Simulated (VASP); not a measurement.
# Sr2NbWO6 (Fm-3m) in VASP: single point with LDA

Aim: the single point of Sr2NbWO6 with LDA.

Program: VASP 6.6.1. These are calculated values, not measurements. Logs are shortened: lines on timing, memory, paths and dates and some standing lists are left out, and cuts for length are marked.

## Step 1: The structure

The structure is cubic, space group Fm-3m (No. 225). The conventional cell has a = 8.243 Å, b = 8.243 Å, c = 8.243 Å, α = 90.00°, β = 90.00°, γ = 90.00°. Sr (site symmetry -43m) is surrounded by 12 O at 2.91 Å. Around Nb (site symmetry m-3m) lie 6 O at 2.00 Å. Around W (site symmetry m-3m) lie 6 O at 2.12 Å. O (site symmetry 4mm) has 1 Nb at 2.00 Å and 1 W at 2.12 Å as nearest neighbours.

The cell comes from a database or a generator and needn't be the stable form of this composition.

## Step 2: Single point, LDA

File INCAR:

```
ALGO = Normal
EDIFF = 1E-7
ENCUT = 520
ISIF = 2
ISMEAR = -1
LASPH = T
LCHARG = F
LREAL = F
LWAVE = F
NBANDS = 52
NELM = 100
PREC = Accurate
SIGMA = 0.05
```

File KPOINTS:

```
k-points
0
Gamma
  5 5 5
```

File POSCAR:

```
Sr2NbWO6
1.0
    5.8285940000      0.0000000000      0.0000000000
    2.9142970000      5.0477104723      0.0000000000
    2.9142970000      1.6825701574      4.7590270726
Sr Nb W O
2 1 1 6
Direct
    0.2500000000      0.2500000000      0.2500000000
    0.7500000000      0.7500000000      0.7500000000
    0.0000000000      0.0000000000      0.0000000000
    0.5000000000      0.5000000000      0.5000000000
    0.7567880000      0.2432120000      0.2432120000
    0.2432120000      0.7567880000      0.7567880000
    0.2432120000      0.7567880000      0.2432120000
    0.7567880000      0.2432120000      0.7567880000
    0.2432120000      0.2432120000      0.7567880000
    0.7567880000      0.7567880000      0.2432120000
```

Potentials or basis: VASP PAW LDA potentials, release 64 (Sr_sv, Nb_sv, W_sv, O).

On the command line:

```sh
> cat potpaw_LDA.64/Sr_sv/POTCAR potpaw_LDA.64/Nb_sv/POTCAR potpaw_LDA.64/W_sv/POTCAR potpaw_LDA.64/O/POTCAR > POTCAR
> mpirun -np 1 vasp_std > vasp.out
```

OUTCAR:

```text
EDIFF = 1E-7
   ENCUT = 520
   ISIF = 2
   ISMEAR = -1
   LASPH = T
   LREAL = F
   NELM = 100
   PREC = Accurate

 ion  position               nearest neighbor table
   1  0.250  0.250  0.250-   7 2.91  10 2.91  10 2.91   7 2.91   8 2.91   9 2.91   9 2.91   8 2.91
                             6 2.91   6 2.91   5 2.91   5 2.91   3 3.57   4 3.57   3 3.57   4 3.57
   2  0.750  0.750  0.750-   8 2.91   9 2.91   9 2.91   8 2.91   7 2.91  10 2.91  10 2.91   7 2.91
                             5 2.91   5 2.91   6 2.91   6 2.91   4 3.57   3 3.57   4 3.57   3 3.57
   3  0.000  0.000  0.000-   5 2.00   6 2.00   7 2.00   8 2.00   9 2.00  10 2.00   2 3.57   1 3.57
                             2 3.57   1 3.57   2 3.57   1 3.57   2 3.57   1 3.57
   4  0.500  0.500  0.500-   5 2.12   6 2.12   7 2.12   8 2.12   9 2.12  10 2.12   1 3.57   2 3.57
                             2 3.57   1 3.57   1 3.57   2 3.57   1 3.57   2 3.57
   5  0.757  0.243  0.243-   3 2.00   4 2.12   2 2.91   2 2.91   1 2.91   1 2.91
   6  0.243  0.757  0.757-   3 2.00   4 2.12   1 2.91   1 2.91   2 2.91   2 2.91
   7  0.243  0.757  0.243-   3 2.00   4 2.12   1 2.91   1 2.91   2 2.91   2 2.91
   8  0.757  0.243  0.757-   3 2.00   4 2.12   2 2.91   2 2.91   1 2.91   1 2.91
   9  0.243  0.243  0.757-   3 2.00   4 2.12   2 2.91   2 2.91   1 2.91   1 2.91
  10  0.757  0.757  0.243-   3 2.00   4 2.12   1 2.91   1 2.91   2 2.91   2 2.91

  LATTYP: Found a face centered cubic cell.
 ALAT       =     8.2428766843

  Lattice vectors:

 A1 = (   5.8285940000,   0.0000000000,   0.0000000000)
 A2 = (   2.9142970000,   5.0477104723,   0.0000000000)
 A3 = (   2.9142970000,   1.6825701574,   4.7590270726)

Analysis of symmetry for initial positions (statically):
=====================================================================
 Subroutine PRICEL returns:
 Original cell was already a primitive cell.

 Routine SETGRP: Setting up the symmetry group for a
 face centered cubic supercell.

 Subroutine GETGRP returns: Found 48 space group operations
 (whereof 48 operations were pure point group operations)
 out of a pool of 48 trial point group operations.

The static configuration has the point symmetry O_h .

Analysis of symmetry for dynamics (positions and initial velocities):
=====================================================================
 Subroutine PRICEL returns:
 Original cell was already a primitive cell.

 Routine SETGRP: Setting up the symmetry group for a
 face centered cubic supercell.

 Subroutine GETGRP returns: Found 48 space group operations
 (whereof 48 operations were pure point group operations)
 out of a pool of 48 trial point group operations.

The dynamic configuration has the point symmetry O_h .

 Subroutine INISYM returns: Found 48 space group operations
 (whereof 48 operations are pure point group operations),
 and found     1 'primitive' translations

----------------------------------------------------------------------------------------

                                     Primitive cell

  volume of cell :     140.0156

  direct lattice vectors                    reciprocal lattice vectors
     5.828594000  0.000000000  0.000000000     0.171567963 -0.099054810 -0.070042328
     2.914297000  5.047710472  0.000000000     0.000000000  0.198109619 -0.070042328
     2.914297000  1.682570157  4.759027073     0.000000000  0.000000000  0.210126983

  length of vectors
     5.828594000  5.828594000  5.828594000     0.210126983  0.210126983  0.210126983

  position of ions in fractional coordinates (direct lattice)
     0.250000000  0.250000000  0.250000000
     0.750000000  0.750000000  0.750000000
     0.000000000  0.000000000  0.000000000
     0.500000000  0.500000000  0.500000000
     0.756788000  0.243212000  0.243212000
     0.243212000  0.756788000  0.756788000
     0.243212000  0.756788000  0.243212000
     0.756788000  0.243212000  0.756788000
     0.243212000  0.243212000  0.756788000
     0.756788000  0.756788000  0.243212000

  ion indices of the primitive-cell ions
   primitive index   ion index
                 1           1
                 2           2
                 3           3
                 4           4
                 5           5
                 6           6
                 7           7
                 8           8
                 9           9
                10          10

----------------------------------------------------------------------------------------

 KPOINTS: k-points

Automatic generation of k-mesh.
 Grid dimensions read from file:
 generate k-points for:    5    5    5

 Generating k-lattice:

  Cartesian coordinates                     Fractional coordinates (reciprocal lattice)
     0.034313593 -0.019810962 -0.014008466     0.200000000  0.000000000  0.000000000
     0.000000000  0.039621924 -0.014008466     0.000000000  0.200000000 -0.000000000
     0.000000000  0.000000000  0.042025397     0.000000000  0.000000000  0.200000000

  Length of vectors
     0.042025397  0.042025397  0.042025397

  Shift w.r.t. Gamma in fractional coordinates (k-lattice)
     0.000000000  0.000000000  0.000000000

 Subroutine IBZKPT returns following result:
 ===========================================

 Found     10 irreducible k-points:

 Following reciprocal coordinates:
            Coordinates               Weight
  0.000000  0.000000  0.000000      1.000000
  0.200000  0.000000  0.000000      8.000000
  0.400000  0.000000  0.000000      8.000000
  0.200000  0.200000 -0.000000      6.000000
  0.400000  0.200000  0.000000     24.000000
 -0.400000  0.200000 -0.000000     24.000000
 -0.200000  0.200000 -0.000000     12.000000
  0.400000  0.400000  0.000000      6.000000
 -0.400000  0.400000  0.000000     12.000000
 -0.400000  0.400000  0.200000     24.000000
   k-points           NKPTS =     10   k-points in BZ     NKDIM =     10   number of bands    NBANDS=     52
   number of dos      NEDOS =    301   number of ions     NIONS =     10
   total plane-waves  NPLWV = 110592
   dimension x,y,z NGX =    48 NGY =   48 NGZ =   48
   dimension x,y,z NGXF=    96 NGYF=   96 NGZF=   96
   ions per type =               2   1   1   6
   NGX,Y,Z   is equivalent  to a cutoff of  13.69, 13.69, 13.69 a.u.
   NGXF,Y,Z  is equivalent  to a cutoff of  27.38, 27.38, 27.38 a.u.
 SYSTEM =  unknown system
   PREC   = accura    normal or accurate (medium, high low for compatibility)
   ISTART =      0    job   : 0-new  1-cont  2-samecut
   ICHARG =      2    charge: 1-file 2-atom 10-const
   ISPIN  =      1    spin polarized calculation?
   LNONCOLLINEAR =      F non collinear calculations
   LSORBIT =      F    spin-orbit coupling
   LASPH  =      T    aspherical Exc in radial PAW
   ENCUT  =  520.0 eV  38.22 Ry    6.18 a.u.  10.84 10.84 10.84*2*pi/ulx,y,z
   NELM   =    100;   NELMIN=  2; NELMDL= -5     # of ELM steps
   EDIFF  = 0.1E-06   stopping-criterion for ELM
   LREAL  =      F    real-space projection
   EDIFFG = 0.1E-05   stopping-criterion for IOM
   NSW    =      0    number of steps for IOM
   IBRION =     -1    ionic relax: 0-MD 1-quasi-New 2-CG
   NFREE  =      0    steps in history (QN), initial steepest desc. (CG)
   ISIF   =      2    stress and relaxation
   ISYM   =      2    0-nonsym 1-usesym 2-fastsym
   POTIM  = 0.5000    time-step for ionic-motion
   TEBEG  =    0.0;   TEEND  =   0.0 temperature during run
   PSTRESS=    0.0 pullay stress
   NELECT =      83.0000    total number of electrons
   NUPDOWN=      -1.0000    fix difference up-down
   EMIN   =  10.00;   EMAX   =-10.00  energy-range for DOS
   EFERMI =   0.00;   METHOD = LEGACY
   ISMEAR =    -1;   SIGMA  =   0.05  broadening in eV -4-tet -1-fermi 0-gaus
   EFERMI_NEDOS =   21; number of points for ismear=-14 and -15
   IALGO  =     38    algorithm
   IMIX   =      4    mixing-type and parameters
     AMIX     =   0.40;   BMIX     =  1.00
     AMIX_MAG =   1.60;   BMIX_MAG =  1.00
  volume/ion in A,a.u.               =      14.00        94.49
  Fermi-wavevector in a.u.,A,eV,Ry     =   1.375230  2.598808 25.732127  1.891258
  Thomas-Fermi vector in A             =   2.500585
   LORBIT       =      0    0 simple, 1 ext, 2 COOP (PROOUT), +10 PAW based schemes
   GGA     = CA    functional components
   LHFCALC =     F    Hartree Fock is set to
   AEXX    =    0.0000 exact exchange contribution
   IVDW    =     0    specifies the selected vdW correction
   LEPSILON=     F    determine dielectric tensor
   LRPA    =     F    only Hartree local field effects (RPA)
 non-spin polarized calculation
  energy-cutoff  :      520.00
  volume of cell :      140.02
 maximum number of plane-waves:      3781
 NGX is ok and might be reduce to    48
   NGX = 21   NGY = 21   NGZ = 21

 number of electron      82.9999998 magnetization

 Free energy of the ion-electron system (eV)
  ---------------------------------------------------
  ext. energy  EPLUGINS =         0.00000000
  ---------------------------------------------------
  free energy    TOTEN  =       -89.71683423 eV

  energy without entropy =      -89.67755006  energy(sigma->0) =      -89.69719214

 E-fermi :   6.5037     XC(G=0): -11.2903

 val. band max:        6.4906221837   @ k =  -0.4000   0.2000  -0.0000
 cond. band min:       6.6221765889   @ k =   0.4000   0.2000   0.0000
 fundamental gap:      0.1315544052
 Fermi energy:         6.5036552933

 k-point     1 :       0.0000    0.0000    0.0000
  band No.  band energies     occupation
      1     -68.8638      2.00000
      2     -49.9569      2.00000
      3     -33.2964      2.00000
      4     -33.2964      2.00000
      5     -33.2964      2.00000
      6     -29.7025      2.00000
[... 44 lines left out ...]
     51       8.7867      0.00000
     52       9.3878      0.00000
[... 493 lines left out ...]
     51      10.3927      0.00000
     52      10.4843      0.00000

------------------------ aborting loop because EDIFF is reached ----------------------------------------

  FORCE on cell =-STRESS in cart. coord.  units (eV):
  Direction    XX          YY          ZZ          XY          YZ          ZX
  --------------------------------------------------------------------------------------
  -------------------------------------------------------------------------------------
  Total      -15.8964268    -15.8964268    -15.8964268     -0.0000000      0.0000000      0.0000000
  in kB     -181.9004105   -181.9004105   -181.9004105     -0.0000000      0.0000000      0.0000000
  external PRESSURE =    -181.9004105 kB  Pullay stress =       0.0000000 kB

 VOLUME and BASIS-vectors are now :
 -----------------------------------------------------------------------------
  energy-cutoff  :      520.00
  volume of cell :      140.02
      direct lattice vectors                 reciprocal lattice vectors
     5.828594000  0.000000000  0.000000000     0.171567963 -0.099054810 -0.070042328
     2.914297000  5.047710472  0.000000000     0.000000000  0.198109619 -0.070042328
     2.914297000  1.682570157  4.759027073     0.000000000  0.000000000  0.210126983

 POSITION                                       TOTAL-FORCE (eV/Angst)
 -----------------------------------------------------------------------------------
      2.91430      1.68257      1.18976        -0.000000      0.000000     -0.000000
      8.74289      5.04771      3.56927        -0.000000     -0.000000     -0.000000
      0.00000      0.00000      0.00000        -0.000000     -0.000000      0.000000
      5.82859      3.36514      2.37951        -0.000000     -0.000000      0.000000
      5.82859      1.63689      1.15745        -0.000000      1.437937      1.016775
      5.82859      5.09340      3.60157        -0.000000     -1.437937     -1.016775
      4.33188      4.22927      1.15745         1.245290     -0.718969      1.016775
      7.32531      2.50101      3.60157        -1.245290      0.718969     -1.016775
      4.33188      2.50101      3.60157         1.245290      0.718969     -1.016775
      7.32531      4.22927      1.15745        -1.245290     -0.718969      1.016775
 -----------------------------------------------------------------------------------
    total drift:                               -0.000000     -0.000000     -0.000000

  FREE ENERGIE OF THE ION-ELECTRON SYSTEM (eV)
  ---------------------------------------------------
  free  energy   TOTEN  =       -89.7168342322 eV

  energy  without entropy=      -89.6775500559  energy(sigma->0) =      -89.69719214
```

Run time: 72 s. Hardware: 1 thread of Intel Xeon 6975P-C (Granite Rapids), shared host; peak memory 0.3 GiB.

Results:

- Free energy: -89.7168 eV
- Pressure: -18.2 GPa
- Largest force: 1.761 eV/Å
- Band gap on the k mesh: none (metal or under the smearing width)

Forces in eV/Å, atoms in the order of the input:
```
Sr   0.000  0.000  0.000
Sr   0.000  0.000  0.000
Nb   0.000  0.000  0.000
W    0.000  0.000  0.000
O    0.000  1.438  1.017
O    0.000 -1.438 -1.017
O    1.245 -0.719  1.017
O   -1.245  0.719 -1.017
O    1.245  0.719 -1.017
O   -1.245 -0.719  1.017
```

Caveat: so large a pressure means that the cell lies far from this level's equilibrium, or that cutoff or potentials fall short; an odd number of electrons without spin polarisation forces a metal; a magnetic or distorted state may lie lower.
